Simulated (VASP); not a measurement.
The input files of a VASP run:

KPOINTS:
```
Automatic mesh
0
G
 8 8 8
0 0 0
```

**INCAR**
```
! general
SYSTEM = MgO
PREC   = Accurate
ENCUT  = 520
LREAL  = .FALSE.
LASPH  = .TRUE.

! electronic loop
EDIFF  = 1E-6
NELM   = 100
ALGO   = Normal

! smearing
ISMEAR = 0
SIGMA  = 0.05

! functional
GGA    = PE

! ions
ISIF   = 2

! output
LWAVE  = .FALSE.
LCHARG = .FALSE.
```

**POSCAR**
```
MgO
1
    0.0000000000     2.1471000000     2.1471000000
    2.1471000000     0.0000000000     2.1471000000
    2.1471000000     2.1471000000     0.0000000000
Mg O
1 1
Direct
  0.0000000000   0.0000000000   0.0000000000
  0.5000000000   0.5000000000   0.5000000000
```

POTCAR, in this order: Mg O (PBE.64 set). Program: vasp_std.

### Question
Translate this PBE calculation to Ansatz.

### Answer
One equivalent input (not run):
Ansatz 0.2 input:
```yaml
crystal:
  lattice:
    - [0.0000000, 2.1471000, 2.1471000]
    - [2.1471000, 0.0000000, 2.1471000]
    - [2.1471000, 2.1471000, 0.0000000]
  atoms:
    - { symbol: Mg, position: [0.0000000, 0.0000000, 0.0000000] }
    - { symbol: O, position: [0.5000000, 0.5000000, 0.5000000] }
kpoints:
  mp_grid: { grid: [8, 8, 8] }
hamiltonian:
  xc: pbe
  pseudopotentials: { kind: paw }
scf:
  occupations: { method: gaussian, width: 0.05 }
  max_iter: 100
output: { forces: true, stress: true, eigenvalues: true }
```
What does not carry over: each code has its own PAW files, so the cut-off isn't converted (ENCUT is set for VASP's; basis.ecutwfc is left out, and Ansatz then takes the one that its files recommend); Ansatz stops its SCF on the density residual and VASP on the energy change (EDIFF).

The compound is MgO in the rock salt structure. The cell was not relaxed at this level.
